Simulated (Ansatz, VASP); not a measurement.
## ZrTa in two plane-wave programs

Aim: how closely do two programs agree when they are given the same cell, functional and k mesh? The cell is invented: As first built, before any earlier steps moved the atoms (in the runner's words): it takes the ZrRu structure with some of its atoms replaced by other elements, volume scaled by an estimate. It may not be a known or stable phase. The cell is taken from a series of VASP runs on this material, whose earlier steps may have relaxed, scaled or displaced it; both programs get it as it stands.

Main program and level: Ansatz 0.2.0; plane waves, with VASP 6.6.1 beside it; relaxation of cell and atoms at PBE with D3(BJ).

## Step 1: Starting point

It takes space group Pm-3m (No. 221, cubic). Conventional cell: a = 3.382 Å, b = 3.382 Å, c = 3.382 Å, α = 90.00°, β = 90.00°, γ = 90.00°. Nearest to Ta lie 8 Zr at 2.93 Å. Zr has 8 Ta at 2.93 Å nearest. As first built, before any earlier steps moved the atoms (in the runner's words): sites of the ZrRu structure (space group 221) filled with other elements, volume scaled by an estimate. Farther neighbours are not listed.

## Step 2: Ansatz: relaxation of cell and atoms, PBE with D3(BJ)

Ansatz runs on its default PAW (the set named soft_2) files.

The relaxed volume is the usual yardstick between codes: its relative difference is about their pressure difference at one cell divided by the bulk modulus.

The input, input.yaml:

```yaml
crystal:
  lattice:
    - [3.3820481932, 0.0, 0.0]
    - [0.0, 3.3820481932, 0.0]
    - [0.0, 0.0, 3.3820481932]
  atoms:
    - { symbol: Ta, position: [0.0, 0.0, 0.0] }
    - { symbol: Zr, position: [0.5, 0.5, 0.5] }
hamiltonian:
  xc: pbe
  pseudopotentials: { kind: paw }
  dispersion: d3bj
kpoints:
  mp_grid: { grid: [7, 7, 7] }
scf:
  occupations: { method: methfessel_paxton, width: 0.2 }
relax:
  f_tol: 0.01
  max_steps: 60
  cell: { stress_tol: 0.05 }
output:
  forces: true
  stress: true
```

Launch:

```sh
ansatz run input.yaml --threads 4 --pin off --max-ram 9216MiB --backend cpu --events-out ev --progress --plain --runs-dir out
```

Numbers of over 12 decimals in the logs are rounded to 6 here.

Output:

```text
Engine: ansatz 0.2.0, aarch64-unknown-linux-gnu
Pseudopotentials: kind: paw
Pseudopotential: Ta, paw, valence charge 13, recommended cutoff 420 eV (normal), Ta.paw.azcp
Pseudopotential: Zr, paw, valence charge 12, recommended cutoff 420 eV (normal), Zr.paw.azcp
Functional definition: PBE
  parameter kappa = 0.804
  parameter beta = 0.066725
  exchange = pbe_x(kappa = kappa, mu = beta*pi^2/3)
  correlation = pbe_c(beta = beta)
Crystal: 2 atoms, lattice volume = 38.685 Å³
Basis set: ecut = 420 eV, 739 PW (Γ), exchange–correlation on 48×48×48 points (8 copies of the dense FFT grid, shifted against one another)
Bands: 17, of which v1, the nominal top of the filled ones, is band 13 counted from 1 (12 counted from 0)
Symmetry: 48 space group operations
Space group: Pm-3m (ITA 221), of the structure as read, at distance tolerance 3.4e-5 Å
k-points: 20 of 343
Non-local potential: Ta, projectors of the file, l = 0: 3, l = 1: 2, l = 2: 2, l = 3: 1
Non-local potential: Zr, projectors of the file, l = 0: 3, l = 1: 2, l = 2: 2, l = 3: 2
PAW form: soft (Blöchl's): semilocal exchange-correlation on the pseudo side does not see the compensation charge
PAW one-centre angular grid: Ta, 590 points (default); XC on 64 Gauss nodes
PAW one-centre angular grid: Zr, 590 points (default); XC on 64 Gauss nodes
Initial density: superposition of atomic densities (neutral atoms: chi_scale 0, normalization atom), corrected by the library's trained network
Initial wavefunctions: pseudopotential atomic-orbital guess
Functional: x = pbe(κ = 0.804, μ = 0.219515), c = pbe(β = 0.066725)
SCF iter   1: F=—  HF=-14116.885317 eV  |F-HF|=—  |Δ(HF+E_count)|=         —  Δρ=3.70e-3  dr2=9.79e-3  ethr=1.77e-3  ⟨swp⟩=5.0  Hψ=1447  notcnv=0
preconditioner: auto → none  [insulator: Δε(μ)=0.126 eV  Ē_g=4.456 eV  σ=0.200 eV  W_gap=0.50  n_scr=6 (ndim 8)  ℏωp=17.9 eV  f_vac=0.000  D(μ)=4.36/eV (n_scr^D=56)  ε∞_Penn≈17.2]
SCF iter   2: F=—  HF=-14116.884486 eV  |F-HF|=—  |Δ(HF+E_count)|=   8.31e-4  S|Δr|=    0.00e0  Δρ=1.18e-3  dr2=6.43e-4  ethr=3.92e-5  ⟨swp⟩=1.8  Hψ=576  notcnv=0
SCF iter   3: F=—  HF=-14116.884506 eV  |F-HF|=—  |Δ(HF+E_count)|=   1.97e-5  S|Δr|=    0.00e0  Δρ=2.73e-4  dr2=9.87e-6  ethr=2.57e-6  ⟨swp⟩=1.9  Hψ=407  notcnv=0
SCF iter   4: F=—  HF=-14116.884524 eV  |F-HF|=—  |Δ(HF+E_count)|=   1.83e-5  S|Δr|=    0.00e0  Δρ=4.48e-5  dr2=3.03e-7  ethr=3.95e-8  ⟨swp⟩=2.5  Hψ=541  notcnv=0
SCF iter   5: F=-14116.884524 eV  HF=-14116.884524 eV  |F-HF|=1.27e-9  |Δ(HF+E_count)|=   1.52e-7  S|Δr|=    0.00e0  Δρ=6.50e-6  dr2=7.26e-9  ethr=4.00e-10  ⟨swp⟩=4.0  Hψ=1157  notcnv=0
SCF 1 converged in 5 iterations: F = -14116.884524 eV  dr2 = 7.26e-9
  greatest PAW one-centre occupation: 0.999 electrons in one spin orbital (limit 2), on the Ta atom at site 0 (counted from 0), in its partial waves of l = 0
relax step   1: F+E_penalty+E_count = -14116.88452416 eV  Δ(F+E_penalty+E_count) = +0.000e0 eV  max|allowed force component| = 1.213e-29 eV/Å  Δτ_max = 0.0000 Å  P = +2.213 GPa  Ω = 38.685 Å³  (5 SCF iters, dr2 threshold 1.00e-7 eV, accepted)
[...]
relax step   2: F+E_penalty+E_count = -14116.87179520 eV  Δ(F+E_penalty+E_count) = +1.273e-2 eV  max|allowed force component| = 2.728e-30 eV/Å  Δτ_max = 0.0000 Å  P = -4.079 GPa  Ω = 40.571 Å³  energy of the carried Pulay correction = -4.498e-4 eV  (4 SCF iters, dr2 threshold 2.00e-7 eV, rejected (line search))
[...]
relax step   3: F+E_penalty+E_count = -14116.88858982 eV  Δ(F+E_penalty+E_count) = -4.066e-3 eV  max|allowed force component| = 2.514e-30 eV/Å  Δτ_max = 0.0000 Å  P = -0.082 GPa  Ω = 39.328 Å³  energy of the carried Pulay correction = -1.558e-4 eV  (6 SCF iters, accepted)
[...]
relax step   4: F+E_penalty+E_count = -14116.88860152 eV  Δ(F+E_penalty+E_count) = -1.170e-5 eV  max|allowed force component| = 2.498e-30 eV/Å  Δτ_max = 0.0000 Å  P = -0.001 GPa  Ω = 39.304 Å³  energy of the carried Pulay correction = -1.502e-4 eV  (2 SCF iters, dr2 threshold 1.68e-8 eV, accepted)
[...]
relax step   5: F+E_penalty+E_count = -14116.88876030 eV  Δ(F+E_penalty+E_count) = -1.588e-4 eV  max|allowed force component| = 3.386e-30 eV/Å  Δτ_max = 0.0000 Å  P = +0.002 GPa  Ω = 39.304 Å³  stress off target by 1.68e-3 GPa  SCF on the basis re-selected at this cell (its energy is not comparable with the rows above)  (4 SCF iters)
basis re-selected at this cell: Δ(F+E_penalty+E_count) = -1.588e-4 eV, ΔP = +0.003 GPa vs the last step (what re-selecting the basis moved, of the pressure what is left beyond the Pulay correction that the steps carried, after the strain that the cell walked since its last selection, with what the two solves' SCF thresholds leave and, on support functions, any second-order correction that the steps lacked; it is no m [...]
SCF converged after 4 iterations
Stability not checked: this state was not tested for a lower state beside it, because cold or Methfessel-Paxton smearing, or corrected tetrahedra, fill the levels in a way that the test cannot read (fill_not_monotonic; see scf.lower_state_search)
Free energy (F): -14116.888760 eV
Harris-Foulkes:  -14116.888760 eV  (|F-HF|=5.46e-11)
Internal energy: -14116.883448 eV  (E = F + TS)
E sigma→0 (E₀):  -14116.887432 eV
Entropy (-TS):   -0.005312 eV (-2.656 meV/atom)
Fermi energy:    16.728772 eV
--- Per-component energies (eV) ---
  E_band       = -186.162263
  E_kinetic    = 701.812168
  E_local      = -1147.832876  (includes V_loc(G=0)·N_el)
  E_nonlocal   = 95.439662
  E_hartree    = 376.844869
  E_xc         = -380.818934
  E_vxc        = -395.971503  (∫ρ·V_xc dr)
  E_paw        = -11350.690540  (= ΣΔE_a)
  E_vpaw       = -193.299608  (= ΣTr[D̂ρ^β])
  E_aug_tail   = 0.000165  (compensation charges beyond the density's cutoff)
  E_ewald      = -2410.402807
  E_disp       = -1.235155  (pairwise vdW)
  E_smearing   = -0.005312  (= −TS)
  E_closure    = 0.000000  (closes the sum)
  Σ components = -14116.888760   (vs F -14116.888760, Δ=0.00e0)
--- Forces (eV/Å), atoms counted from 1 ---
  atom   1  Ta    -0.00000000    -0.00000000     0.00000000
  atom   2  Zr    -0.00000000    -0.00000000    -0.00000000
  max |Σ_I F_I| component: 6.90e-30 eV/Å
--- Stress (GPa, compression-positive) ---
        0.001677      -0.000000       0.000000
       -0.000000       0.001677      -0.000000
        0.000000      -0.000000       0.001677
  P = ⅓ Tr σ = 0.0017 GPa (0.017 kbar)
--- Relaxed structure (4 steps of the walk, 3 accepted, 1 SCFs on fresh bases) ---
  F+E_penalty+E_count = -14116.88876030 eV   max|allowed force component| = 3.386e-30 eV/Å   (the final SCF, on the basis selected at the relaxed cell)
  cell:  # Å, volume = 39.3044 Å³
    - [3.400013, 0, 0]
    - [0, 3.400013, 0]
    - [0, 0, 3.400013]
  atoms:
    - { symbol: Ta, position: [0, 0, 0] }
    - { symbol: Zr, position: [0.5, 0.5, 0.5] }
```

Run time: 1.4 s. Hardware: 4 threads of Arm Neoverse V1, shared host; peak memory 0.32 GiB.

## Step 3: VASP: relaxation of cell and atoms, PBE with D3(BJ)

The same cell, functional, mesh and smearing now go to VASP, with its own data sets and cutoff.

Lines of VASP's logs that name or quote its potential files are left out, and so is its time.

The input, INCAR:

```
SYSTEM = ZrTa
PREC = Accurate
ENCUT = 400
EDIFF = 1E-06
NELM = 100
ISMEAR = 1
SIGMA = 0.2
LREAL = .FALSE.
ALGO = Normal
GGA = PE
IVDW = 12
NBANDS = 17
LORBIT = 11
LWAVE = .FALSE.
LCHARG = .FALSE.
IBRION = 2
NSW = 60
ISIF = 3
EDIFFG = -0.01
```

The input, POSCAR:

```
ZrTa
1.0
    3.3820481932      0.0000000000      0.0000000000
    0.0000000000      3.3820481932      0.0000000000
    0.0000000000      0.0000000000      3.3820481932
Ta Zr
1 1
Direct
    0.0000000000      0.0000000000      0.0000000000
    0.5000000000      0.5000000000      0.5000000000
```

The input, KPOINTS:

```
Automatic mesh
0
Gamma
7 7 7
0 0 0
```

Potentials, in the order of the species: Ta_pv and Zr_sv (PBE family, release 64).

Launch:

```sh
mpirun -np 1 vasp_std
```

Output:

```text
[banner, memory and clock lines left out]
running    1 mpi-ranks, on    1 nodes
 distrk:  each k-point on    1 cores,    1 groups
 distr:  one band on    1 cores,    1 groups

 POSCAR found type information on POSCAR TaZr
 POSCAR found :  2 types and       2 ions
 LDA part: xc-table for (Slater+PW92), standard interpolation
 POSCAR, INCAR and KPOINTS ok, starting setup
 FFT: planning ... GRIDC
 FFT: planning ... GRID_SOFT
 FFT: planning ... GRID
 WAVECAR not read
 entering main loop
       N       E                     dE             d eps       ncg     rms          rms(c)
DAV:   1     0.169086563978E+03    0.16909E+03   -0.11151E+04   680   0.110E+03
DAV:   2    -0.125131476340E+02   -0.18160E+03   -0.17911E+03   847   0.353E+02
DAV:   3    -0.203654690079E+02   -0.78523E+01   -0.78025E+01  1177   0.587E+01
DAV:   4    -0.205932520668E+02   -0.22778E+00   -0.22745E+00   835   0.735E+00
DAV:   5    -0.205978059360E+02   -0.45539E-02   -0.45525E-02  1033   0.879E-01    0.189E+01
DAV:   6    -0.200136397073E+02    0.58417E+00   -0.94172E-01   735   0.792E+00    0.861E+00
DAV:   7    -0.198753972316E+02    0.13824E+00   -0.56449E-01   800   0.603E+00    0.111E+00
DAV:   8    -0.198749265601E+02    0.47067E-03   -0.39104E-02   906   0.118E+00    0.706E-01
DAV:   9    -0.198757030901E+02   -0.77653E-03   -0.90235E-03   702   0.918E-01    0.139E-01
DAV:  10    -0.198755657645E+02    0.13733E-03   -0.41157E-04   810   0.190E-01    0.344E-02
DAV:  11    -0.198755676591E+02   -0.18946E-05   -0.34406E-05   982   0.490E-02    0.110E-02
DAV:  12    -0.198755681223E+02   -0.46322E-06   -0.50765E-06   805   0.164E-02
   1 F= -.21130955E+02 E0= -.21129652E+02  d E =-.211310E+02
 curvature:   0.00 expect dE= 0.000E+00 dE for cont linesearch  0.000E+00
 trial: gam= 0.00000 g(F)=  0.000E+00 g(S)=  0.195E-01 ort = 0.000E+00 (trialstep = 0.100E+01)
 search vector abs. value=  0.195E-01
 bond charge predicted
       N       E                     dE             d eps       ncg     rms          rms(c)
DAV:   1    -0.201289859351E+02   -0.25342E+00   -0.73287E+00   680   0.284E+01    0.460E+00
DAV:   2    -0.199585661825E+02    0.17042E+00   -0.56145E-01   800   0.643E+00    0.163E+00
DAV:   3    -0.199133493309E+02    0.45217E-01   -0.22538E-01   904   0.361E+00    0.890E-01
DAV:   4    -0.199161166321E+02   -0.27673E-02   -0.17088E-02   817   0.653E-01    0.472E-01
DAV:   5    -0.199181755778E+02   -0.20589E-02   -0.17477E-03  1063   0.185E-01    0.275E-01
DAV:   6    -0.199194397767E+02   -0.12642E-02   -0.27588E-03  1028   0.284E-01    0.517E-02
DAV:   7    -0.199194486718E+02   -0.88951E-05   -0.41196E-05   765   0.565E-02    0.103E-02
DAV:   8    -0.199194480012E+02    0.67060E-06   -0.37025E-06   718   0.156E-02
   2 F= -.21126771E+02 E0= -.21124346E+02  d E =0.418411E-02
 trial-energy change:    0.004184  1 .order    0.004036   -0.019492    0.027565
 step:   0.4097(harm=  0.4142)  dis= 0.00000  next Energy=   -21.134937 (dE=-0.398E-02)
 bond charge predicted
       N       E                     dE             d eps       ncg     rms          rms(c)
DAV:   1    -0.199743269557E+02   -0.54878E-01   -0.25501E+00   680   0.165E+01    0.285E+00
DAV:   2    -0.199121413873E+02    0.62186E-01   -0.18249E-01   792   0.373E+00    0.935E-01
DAV:   3    -0.198971597196E+02    0.14982E-01   -0.80283E-02   933   0.214E+00    0.565E-01
DAV:   4    -0.198982708449E+02   -0.11111E-02   -0.58178E-03   822   0.386E-01    0.292E-01
DAV:   5    -0.198990638545E+02   -0.79301E-03   -0.67578E-04  1067   0.123E-01    0.157E-01
DAV:   6    -0.198994964387E+02   -0.43258E-03   -0.91367E-04  1015   0.170E-01    0.288E-02
DAV:   7    -0.198995024645E+02   -0.60258E-05   -0.17297E-05   752   0.365E-02    0.325E-03
DAV:   8    -0.198995033095E+02   -0.84499E-06   -0.10349E-06   500   0.858E-03
   3 F= -.21134910E+02 E0= -.21133186E+02  d E =-.395533E-02
 curvature:  -0.21 expect dE=-0.775E-08 dE for cont linesearch -0.775E-08
 trial: gam= 0.00000 g(F)=  0.220E-68 g(S)=  0.374E-07 ort =-0.270E-04 (trialstep = 0.882E+00)
 search vector abs. value=  0.375E-07
 reached required accuracy - stopping structural energy minimisation
```

OUTCAR, selected parts (step 3):

```text
ion  position               nearest neighbor table
   1  0.000  0.000  0.000-   2 2.93   2 2.93   2 2.93   2 2.93   2 2.93   2 2.93   2 2.93   2 2.93

  LATTYP: Found a simple cubic cell.
 ALAT       =     3.3820481932

 Subroutine GETGRP returns: Found 48 space group operations
 (whereof 48 operations were pure point group operations)

The static configuration has the point symmetry O_h .

 Found     20 irreducible k-points:

   k-points           NKPTS =     20   k-points in BZ     NKDIM =     20   number of bands    NBANDS=     17

   dimension x,y,z NGX =    24 NGY =   24 NGZ =   24
   dimension x,y,z NGXF=    48 NGYF=   48 NGZF=   48

   ENCUT  =  400.0 eV  29.40 Ry    5.42 a.u.   5.52  5.52  5.52*2*pi/ulx,y,z

   NELECT =      23.0000    total number of electrons

 k-points in reciprocal lattice and weights: Automatic mesh
   0.00000000  0.00000000  0.00000000       0.003
   0.14285714  0.00000000  0.00000000       0.017
   0.28571429  0.00000000  0.00000000       0.017
   0.42857143  0.00000000  0.00000000       0.017
   0.14285714  0.14285714  0.00000000       0.035
   0.28571429  0.14285714  0.00000000       0.070
   0.42857143  0.14285714  0.00000000       0.070
   0.28571429  0.28571429  0.00000000       0.035
   0.42857143  0.28571429  0.00000000       0.070
[...]
0.42857143  0.42857143  0.28571429       0.070
   0.42857143  0.42857143  0.42857143       0.023

 Edisp (eV)   -1.20732

 average (electrostatic) potential at core
       1 -34.5023       2 -74.8678

 E-fermi :   7.7333

 k-point     1 :       0.0000    0.0000    0.0000
  band No.  band energies     occupation
    ...
      6     -18.0085      2.00000
      7     -18.0085      2.00000
      8       1.0970      2.00000
      9       4.4348      2.00000
     10       4.4348      2.00000
     11       8.6854     -0.00000
     12       8.6854     -0.00000
     13       8.6854     -0.00000
     14      11.7191     -0.00000
     15      11.7191     -0.00000
    ...

 k-point     2 :       0.1429    0.0000    0.0000
  band No.  band energies     occupation
    ...
      6     -18.0100      2.00000
      7     -18.0100      2.00000
      8       1.5111      2.00000
      9       4.6573      2.00000
     10       4.7557      2.00000
     11       8.6258     -0.00000
     12       8.6258     -0.00000
     13       8.8739     -0.00000
     14      11.0368     -0.00000
     15      11.9497      0.00000
    ...

 k-point     3 :       0.2857    0.0000    0.0000
  band No.  band energies     occupation
    ...
      6     -18.0137      2.00000
      7     -18.0137      2.00000
      8       2.6319      2.00000
      9       5.3136      2.00000
     10       5.4046      2.00000
     11       8.5863     -0.00000
     12       8.5863     -0.00000
     13       9.4198     -0.00000
     14       9.5330     -0.00000
     15      10.9294     -0.00000
    ...

 Edisp (eV)   -1.23541

  Total      -0.00072    -0.00072    -0.00072    -0.00000    -0.00000    -0.00000
  in kB      -0.02932    -0.02932    -0.02932    -0.00000    -0.00000    -0.00000
  external pressure =       -0.03 kB  Pullay stress =        0.00 kB

  energy-cutoff  :      400.00
  volume of cell :       39.28
      direct lattice vectors                 reciprocal lattice vectors
     3.399393326 -0.000000000  0.000000000     0.294170137  0.000000000  0.000000000
     0.000000000  3.399393326 -0.000000000     0.000000000  0.294170137  0.000000000
    -0.000000000  0.000000000  3.399393326    -0.000000000  0.000000000  0.294170137

 POSITION                                       TOTAL-FORCE (eV/Angst)
 -----------------------------------------------------------------------------------
      0.00000      0.00000      0.00000         0.000000      0.000000      0.000000
      1.69970      1.69970      1.69970        -0.000000      0.000000      0.000000
 -----------------------------------------------------------------------------------
    total drift:                                0.000000      0.000000     -0.000000

  FREE ENERGIE OF THE ION-ELECTRON SYSTEM (eV)
  ---------------------------------------------------
  free  energy   TOTEN  =       -21.1349101939 eV

  energy  without entropy=      -21.1297371488  energy(sigma->0) =      -21.13318585

 reached required accuracy - stopping structural energy minimisation

 total charge
# of ion       s       p       d       tot
------------------------------------------
    1        0.383   6.110   2.377   8.869
    2        2.232   5.980   1.788   9.999
--------------------------------------------------
tot          2.614  12.089   4.165  18.868

[... 3 further parts left out ...]
```

CONTCAR:

```
ZrTa
   1.00000000000000
     3.3993933262128371   -0.0000000000000000    0.0000000000000000
     0.0000000000000000    3.3993933262128371   -0.0000000000000000
    -0.0000000000000000    0.0000000000000000    3.3993933262128371
  Ta              Zr
     1     1
Direct
     0.0000000000000000    0.0000000000000000    0.0000000000000000
     0.5000000000000000    0.5000000000000000    0.5000000000000000
```

## Step 4: Comparison

Known differences besides the potentials themselves: both relaxations stop at a tolerance, which leaves soft axes loose, and VASP keeps its plane-wave basis; the data sets hold 25 valence electrons in Ansatz (default PAW (the set named soft_2) files) and 23 in VASP; the cutoff is 420 eV in Ansatz and 400 eV in VASP; VASP leaves aspherical gradient terms in its spheres out (LASPH is not set), Ansatz keeps them; Ansatz adds a Pulay correction to the stress that steers its cell, VASP none. Total energies have different zeros and are not compared.

Compared:

```csv
quantity,Ansatz,VASP,difference
volume (Å³),39.30,39.28,+0.05 %
"edge a after relaxation, in the typed setting (Å)",3.400,3.399,+0.02 %
```

The walks stopped with 0.00 GPa left in Ansatz and 0.00 GPa in VASP; each walk ends within a tolerance, so the volume difference is uncertain by about these residues over the bulk modulus, most in soft cells.

## Step 5: Outcome

```json
{
  "difference in volume (relaxation of cell and atoms, PBE with D3(BJ))": "0.055 %"
}
```

The difference in volume is 0.055 % (relaxation of cell and atoms, PBE with D3(BJ)), within the 1.2 % picked in this series as the mark of a large difference, as far as the stopping tolerances let one tell. How closely two codes agree says nothing of how well the functional describes the real material.

[Lines on the potential files, build, host, timing and source positions are cut from VASP's logs without a mark.]

[Logs are printed without paths, hosts, clocks, repeated set-up lines and the standing remarks that a program may print on its own settings, such as how far it seeks lower states.]

[Hosts, paths, dates, database ids (printed as entryN), source tags and the programs' standing remarks are cut or masked in the printed files.]
